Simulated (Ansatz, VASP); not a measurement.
**V2SNO (V2NOS MXene bilayer, AA) in two plane-wave programs**

Wanted: the spread between two codes on one cell, functional and k mesh. The structure shown is the start of the Ansatz relaxation below; VASP solves that cell, so the two are compared at the walk's first step.

Main program and level: Ansatz 0.2.0; plane waves, with VASP 6.6.1 beside it; single point at PBE with D4.

## Step 1: The structure

The cell holds 10 atoms: 2 S, 4 V, 2 N and 2 O. Its edges and angles: a = 2.941 Å, b = 2.941 Å, c = 57.611 Å, α = 90.0°, β = 90.0°, γ = 120.0°. Vacuum lies along c.

## Step 2: Ansatz: relaxation, PBE with D4

Ansatz runs on its default PAW (the set named soft_2) files.

The two programs are compared at the cell with which this relaxation starts, whose forces are those of its first step.

Input file input.yaml:

```yaml
crystal:
  lattice:
    - [2.940652, 0.0, 0.0]
    - [-1.470326, 2.5466793357, 0.0]
    - [0.0, 0.0, 57.610968129]
  atoms:
    - { symbol: S, position: [0.3333333333, 0.6666666667, 0.3844753997] }
    - { symbol: V, position: [0.6666666667, 0.3333333333, 0.4145793149], spin: 2.0 }
    - { symbol: "N", position: [0.0, 0.0, 0.434719628] }
    - { symbol: V, position: [0.3333333333, 0.6666666667, 0.454859941], spin: 2.0 }
    - { symbol: O, position: [0.6666666667, 0.3333333333, 0.4743972364] }
    - { symbol: S, position: [0.3333333333, 0.6666666667, 0.5256027636] }
    - { symbol: V, position: [0.6666666667, 0.3333333333, 0.5557066788], spin: 2.0 }
    - { symbol: "N", position: [0.0, 0.0, 0.5758469918] }
    - { symbol: V, position: [0.3333333333, 0.6666666667, 0.5959873049], spin: 2.0 }
    - { symbol: O, position: [0.6666666667, 0.3333333333, 0.6155246003] }
  periodic: [true, true, false]
magnetization:
  spin_polarized: true
kpoints:
  mp_grid: { grid: [12, 12, 1] }
hamiltonian:
  xc: pbe
  dispersion: d4
scf:
  occupations: { method: fermi_dirac, width: 0.05 }
  convergence: { dr2_threshold: 1.0e-09 }
relax:
  f_tol: 0.004
  max_steps: 90
  cell: {}
output:
  write_potential: true
  write_density: true
  volumetric_format: npy
```

Command:

```
ansatz run input.yaml --threads 4 --pin off --max-ram 6144MiB --backend cpu --events-out ev --progress --plain --runs-dir out
```

Numbers of over 12 decimals in the logs are rounded to 6 here.

Log:

```text
Warning: relax.cell: scf.convergence.dr2_threshold = 1e-9 eV is looser than the 1.84026081489e-10 eV advised for a relaxation that steers and ends on the stress (1e-10 eV for each atom of the cell: 10, times the square of relax.cell.stress_2d_tol = 0.05 N/m over 23.3 Å (the atoms' height at the walk's start and 5 Å past either face), 2.145e-2 GPa, over a crystal's default 0.05). What an SCF threshold leaves in a stress goes as its square root, and in the free energy as the threshold itself, and one threshold admits the most on a small cell: [figures from the program's tests cut] Set scf.convergence.dr2_threshold to 1.84026081489e-10 eV or tighter. [rest of the remark cut]
Engine: ansatz 0.2.0, x86_64-unknown-linux-gnu
Pseudopotentials: kind: paw
Pseudopotential: S, paw, valence charge 6, recommended cutoff 420 eV (normal), S.paw.azcp
Pseudopotential: V, paw, valence charge 13, recommended cutoff 420 eV (normal), V.paw.azcp
Pseudopotential: N, paw, valence charge 5, recommended cutoff 420 eV (normal), N.paw.azcp
Pseudopotential: O, paw, valence charge 6, recommended cutoff 420 eV (normal), O.paw.azcp
Functional definition: PBE
  parameter kappa = 0.804
  parameter beta = 0.066725
  exchange = pbe_x(kappa = kappa, mu = beta*pi^2/3)
  correlation = pbe_c(beta = beta)
Crystal: 10 atoms, lattice volume = 431.443 Å³
Basis set: ecut = 420 eV, 8305 PW (Γ), exchange–correlation on 40×40×800 points (8 copies of the dense FFT grid, shifted against one another)
Bands: 57, of which v1, the nominal top of the filled ones, is band 43 counted from 1 (42 counted from 0)
Symmetry: 6 space group operations
Space group: P3m1 (ITA 156), of the structure as read, at distance tolerance 7.6e-5 Å
Magnetic group: BNS 156.49 (UNI 1279), of the structure as read, at distance tolerance 7.6e-5 Å
k-points: 19 of 144 (time reversal used)
Non-local potential: S, projectors of the file, l = 0: 2, l = 1: 2, l = 2: 2
Non-local potential: V, projectors of the file, l = 0: 3, l = 1: 2, l = 2: 3, l = 3: 1
Non-local potential: N, projectors of the file, l = 0: 2, l = 1: 2, l = 2: 1
Non-local potential: O, projectors of the file, l = 0: 2, l = 1: 2, l = 2: 1
PAW form: soft (Blöchl's): semilocal exchange-correlation on the pseudo side does not see the compensation charge
PAW one-centre angular grid: S, 110 points (default); XC on 64 Gauss nodes
PAW one-centre angular grid: V, 590 points (default); XC on 64 Gauss nodes
PAW one-centre angular grid: N, 110 points (default); XC on 64 Gauss nodes
PAW one-centre angular grid: O, 110 points (default); XC on 64 Gauss nodes
Initial density: superposition of atomic densities (neutral atoms: chi_scale 0, normalization atom)
Starting moments: Σ|m| = 8 μB on 4 of 10 sites
Initial wavefunctions: pseudopotential atomic-orbital guess
Functional: x = pbe(κ = 0.804, μ = 0.219515), c = pbe(β = 0.066725)
SCF iter   1: F=—  HF=-15374.939182 eV  |F-HF|=—  |Δ(HF+E_count)|=         —  Δρ=5.52e-2 (↑5.52e-2 ↓3.73e-2)  dr2=4.87e1  dr2_m=1.88e0  M=4.398 μB ∫|m|=5.251 μB  β_m=0.30  ethr=3.10e-3  ⟨swp⟩=14.8  Hψ=14570  notcnv=0
Mixer restart at iter 1: flushing history
preconditioner: auto → LDOS  [metal: Δε(μ)=0.008 eV  Ē_g=9.938 eV  σ=0.050 eV  W_gap=0.04  n_scr=38 (ndim 8)  ℏωp=13.1 eV  f_vac=0.710  D(μ)=7.69/eV (n_scr^D=32)]
spin=Collinear: LDOS preconditioning applied to the charge; magnetization (m = ρ↑ − ρ↓) channel mixes plain (no charge-response kernel on spin).
SCF iter   2: F=—  HF=-15369.381204 eV  |F-HF|=—  |Δ(HF+E_count)|=    5.56e0  Δρ=3.73e-2 (↑3.73e-2 ↓2.36e-2)  dr2=1.98e1  dr2_m=1.08e0  M=3.980 μB ∫|m|=5.014 μB  β_m=0.56  ethr=3.10e-3  ⟨swp⟩=3.3  Hψ=4613  notcnv=0  defer=143
SCF iter   3: F=—  HF=-15366.262501 eV  |F-HF|=—  |Δ(HF+E_count)|=    3.12e0  Δρ=9.02e-3 (↑7.35e-3 ↓9.02e-3)  dr2=3.51e-1  dr2_m=1.97e-1  M=2.870 μB ∫|m|=4.119 μB  β_m=0.62  ethr=3.10e-3  ⟨swp⟩=3.9  Hψ=5533  notcnv=0  defer=137
SCF iter   4: F=—  HF=-15366.466558 eV  |F-HF|=—  |Δ(HF+E_count)|=   2.04e-1  Δρ=6.52e-3 (↑6.52e-3 ↓5.49e-3)  dr2=3.32e-2  dr2_m=1.36e-1  M=2.568 μB ∫|m|=3.597 μB  β_m=0.81  ethr=4.09e-4  ⟨swp⟩=4.3  Hψ=5538  notcnv=0  defer=91
SCF iter   5: F=—  HF=-15367.068004 eV  |F-HF|=—  |Δ(HF+E_count)|=         —  Δρ=1.54e-2 (↑1.54e-2 ↓1.38e-2)  dr2=9.64e-2  dr2_m=8.36e-1  M=0.783 μB ∫|m|=1.248 μB  β_m=1.00  ethr=3.86e-5  ⟨swp⟩=3.6  Hψ=5681  notcnv=0  defer=91  κ⁻¹=2.9e-3(r=3)
[...]
basis re-selected at this cell: Δ(F+E_penalty+E_count) = -8.538e-5 eV, ΔP = +0.001 N/m vs the last step (what re-selecting the basis moved, of the pressure what is left beyond the Pulay correction that the steps carried, after the strain that the cell walked since its last selection, with what the two solves' SCF thresholds leave and, on support functions, any second-order correction that the steps lacked; it is no m [...]
WARN: The output density's exchange-correlation potential varies sharply where the density is thin. Do not read a vacuum level from v_tot or v_xc, or from such a field of the output density. On a cell that repeats whose density bears no net charge and no dipole along the vacuum's axis use v_es (v_loc + v_h of the components); under efield.dipole_correction with no amplitude use v_es + v_field, which holds any externa [...]
SCF converged after 4 iterations
Magnetization: -0.0004 μB (42.9998 up, 43.0002 down)
Absolute magnetization: 0.0006 μB (∫|ρ↑−ρ↓|, with the PAW one-centre terms)
Spin contamination: 0.0000 ħ² per cell (⟨S²⟩ above its minimum at these occupations)
Per-site moments (μB) at R_I (Å): [(-1.4383345083251377e-6, 0.965303), (7.051630423691026e-6, 0.833043), (5.834012811511387e-7, 0.833043), (-3.0686510525968245e-5, 0.812994), (7.474285848307186e-8, 0.812994), (-1.7543341649682155e-5, 0.965171), (6.545610787979843e-5, 0.833374), (6.2030557285095414e-6, 0.833374), (-0.000315881, 0.809875), (-2.1016962337830913e-7, 0.809875)]
Free energy (F): -15367.552605 eV
Harris-Foulkes:  -15367.552604 eV  (|F-HF|=1.27e-6)
Internal energy: -15367.505134 eV  (E = F + TS)
E sigma→0 (E₀):  -15367.528869 eV
Entropy (-TS):   -0.047471 eV (-4.747 meV/atom)
Fermi energy:    -5.769664 eV
--- Per-component energies (eV) ---
  E_band       = -2328.762064
  E_kinetic    = 2179.877205
  E_local      = -861777.601335  (includes V_loc(G=0)·N_el)
  E_nonlocal   = 53.059300
  E_hartree    = 429651.034161
  E_xc         = -988.536548
  E_vxc        = -1184.152920  (∫ρ·V_xc dr)
  E_paw        = -6216.927792  (= ΣΔE_a)
  E_vpaw       = -902.020762  (= ΣTr[D̂ρ^β])
  E_aug_tail   = 0.006242  (compensation charges beyond the density's cutoff)
  E_ewald      = 421734.494010
  E_disp       = -2.910377  (pairwise vdW)
  E_smearing   = -0.047471  (= −TS)
  E_closure    = -0.000000  (closes the sum)
  Σ components = -15367.552605   (vs F -15367.552605, Δ=0.00e0)
--- Forces (eV/Å), atoms counted from 1 ---
  atom   1  S      0.00000000     0.00000000     0.00004950
  atom   2  V      0.00000000     0.00000000    -0.00058176
  atom   3  N      0.00000000    -0.00000000     0.00016166
  atom   4  V      0.00000000     0.00000000    -0.00098718
  atom   5  O      0.00000000     0.00000000     0.00145208
  atom   6  S      0.00000000     0.00000000     0.00023330
  atom   7  V      0.00000000     0.00000000    -0.00122009
  atom   8  N      0.00000000    -0.00000000     0.00064380
  atom   9  V      0.00000000     0.00000000    -0.00130383
  atom  10  O      0.00000000     0.00000000     0.00155484
  max |Σ_I F_I| component: 2.32e-6 eV/Å
--- 2D stress c σ (N/m, compression-positive) ---
        0.010118       0.000000      -0.000000
        0.000000       0.010118      -0.000000
       -0.000000      -0.000000       0.000000
  P = ½ c Tr σ = 0.0101 N/m
--- Band table (eV; the first three rows and the last of 38) ---
  k-point 0 ↑: bands = [... 39 lower, -6.8549, -6.1634, -6.0668, -6.0668, -6.0374, -6.0198, -6.0198, -5.4250, ... 10 higher]
  k-point 1 ↑: bands = [... 39 lower, -7.0455, -6.5161, -6.4609, -5.8727, -5.8224, -5.7137, -5.6646, -5.3479, ... 10 higher]
  k-point 2 ↑: bands = [... 39 lower, -7.2409, -6.9267, -6.8471, -5.8244, -5.7904, -5.4755, -5.4045, -5.2504, ... 10 higher]
  k-point 18 ↓: bands = [... 39 lower, -9.0801, -6.0053, -5.9154, -5.8267, -5.7931, -5.3899, -5.3255, -4.8891, ... 10 higher]
  the weakly bound empty levels are not read free of the cell's end (no_gap_told)
--- Relaxed structure (8 steps of the walk, 7 accepted, 2 SCFs on fresh bases) ---
  F+E_penalty+E_count = -15367.55260483 eV   max|allowed force component| = 1.555e-3 eV/Å   (the final SCF, on the basis selected at the relaxed cell)
  cell:  # Å, volume = 435.3594 Å³
    - [2.953970, 0, 0]
    - [-1.476985, 2.558213, 0]
    - [0, 0, 57.610968129]
  atoms:
    - { symbol: S, position: [0.333333, 0.666667, 0.392335] }
    - { symbol: V, position: [0.666667, 0.333333, 0.420149] }
    - { symbol: N, position: [6.0931952587047755e-18, 0, 0.438922] }
    - { symbol: V, position: [0.333333, 0.666667, 0.458287] }
    - { symbol: O, position: [0.666667, 0.333333, 0.475433] }
    - { symbol: S, position: [0.333333, 0.666667, 0.524581] }
    - { symbol: V, position: [0.666667, 0.333333, 0.552387] }
    - { symbol: N, position: [-6.758855908779788e-18, 0, 0.571186] }
    - { symbol: V, position: [0.333333, 0.666667, 0.590769] }
    - { symbol: O, position: [0.666667, 0.333333, 0.607651] }
```

(Continued in part 2 of 2.)

[Lines on the potential files, build, host, timing and source positions are cut from VASP's logs without a mark.]

[Logs are printed without paths, hosts, clocks, repeated set-up lines and the standing remarks that a program may print on its own settings, such as how far it seeks lower states.]

[Hosts, paths, dates, database ids (printed as entryN), source tags and the programs' standing remarks are cut or masked in the printed files.]
